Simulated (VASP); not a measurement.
Here is a VASP 6.6.1 calculation.

File INCAR:

```
SYSTEM = BN
PREC = Accurate ; ENCUT = 450
EDIFF = 1E-8 ; ISMEAR = 0
SIGMA = 0.02 ; LREAL = .False.
LASPH = .True. ; NELM = 120
ALGO = Normal ; ISIF = 2
LWAVE = .False. ; LCHARG = .False.
GGA = PE ; LEPSILON = .True.
IBRION = 8 ; KPAR = 4
```

KPOINTS

```
Automatic mesh
0
Gamma
  15 15 5
  0 0 0
```

POSCAR

```
BN                                      
1.0
    2.5064034982      0.0000000000      0.0000000000
   -1.2532017491      2.1706091548      0.0000000000
    0.0000000000      0.0000000000      6.5555615641
  B               N             
     2     2
Direct
     0.3333333300000021    0.6666666699999979    0.2500000000000000
     0.6666666699999979    0.3333333300000021    0.7500000000000000
     0.3333333300000021    0.6666666699999979    0.7500000000000000
     0.6666666699999979    0.3333333300000021    0.2500000000000000
```

Potentials or basis: VASP PAW PBE potentials, release 64 (B, N).

Run with:

```sh
$ cat potpaw_PBE.64/B/POTCAR potpaw_PBE.64/N/POTCAR > POTCAR
$ mpirun -np 4 vasp_std > vasp.out
```

Question: Predict the electronic dielectric tensor (diagonal).

Answer: 4.80, 4.80, 2.75.

Question: Predict the Born charges (mean of the diagonal).

Answer: B +2.07; N -2.07 e.

Question: Predict the band gap on the k mesh.

Answer: 4.26 eV, indirect (least direct gap 4.64 eV).

Question: What does it give for the highest phonon frequency at Γ, LO-TO splitting left out?

Answer: 1353 cm⁻¹.

Born effective charge tensors (e):
atom 1, B
```
2.71 0.00 0.00
0.00 2.71 0.00
0.00 0.00 0.77
```
atom 2, B
```
2.71 0.00 0.00
0.00 2.71 0.00
0.00 0.00 0.77
```
atom 3, N
```
-2.71  0.00  0.00
 0.00 -2.71  0.00
 0.00  0.00 -0.77
```
atom 4, N
```
-2.71  0.00  0.00
 0.00 -2.71  0.00
 0.00  0.00 -0.77
```

Caveat: an odd mesh through Γ misses points on the zone boundary, where band edges often lie. As with any semilocal functional, this PBE gap is likely too small.
